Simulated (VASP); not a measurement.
Input:

```
ZrC
1.0
    0.00000     2.36418     2.36418
    2.36418     0.00000     2.36418
    2.36418     2.36418     0.00000
Zr C
1 1
Direct
  0.00000   0.00000   0.00000
  0.50000   0.50000   0.50000
```

All values below come from revPBE GGA, VASP's PBE PAW potentials (set 64) (plane waves; VASP). Settings: 520 eV cut-off, 13×13×13 Γ-centred mesh, first-order Methfessel-Paxton smearing of 0.10 eV, potentials Zr_sv C.

Give the energy at these volumes per atom, relative to the lowest: 12.42, 12.82, 13.21, 13.61, 14.01 Å³.

35.5, 8.5, 0.0, 7.5, 28.8 meV/atom. A third-order Birch-Murnaghan fit gives B0 = 215 GPa and B0′ = 4.0.

Measured: a 4.696 Å (computed value off by +0.7 %), as given by Guo-Xu Zhang et al., New Journal of Physics (2018), doi:10.1088/1367-2630/aac7f0. The calculation is for a static lattice, while the measured a holds thermal and zero-point effects, which are part of the difference.

The compound is ZrC in the rock salt structure. It was relaxed first.
